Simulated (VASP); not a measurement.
Here is the system:

```
CELL_PARAMETERS angstrom
      3.01575     0.00000     0.00000
      0.00000     3.01575     0.00000
      0.00000     0.00000     3.01575
ATOMIC_POSITIONS crystal
  In 0.00000 0.00000 0.00000
```

All values below come from PBEsol GGA with spin-orbit coupling, VASP's PBE PAW potentials (set 64) (plane waves; VASP 6.6.1). Numerical set-up: 400 eV cut-off, 11×11×11 Γ-centred mesh, Gaussian smearing of 0.050 eV, potentials In_d.

Q: Predict the energy per atom (σ→0), band gap (over mesh and band path) with the smallest direct gap where there is one.

A: 
```json
{
 "band gap (over mesh and band path)": "none (metal, semimetal or under 0.01 eV)",
 "energy per atom (σ→0)": "-2.918 eV/atom"
}
```

Only differences to runs with the same potentials and settings are physical.

The structure was generated: In was put into the simple-cubic type (Pm-3m), which need not be its known phase. It was relaxed first, which changed the volume by -7 %.
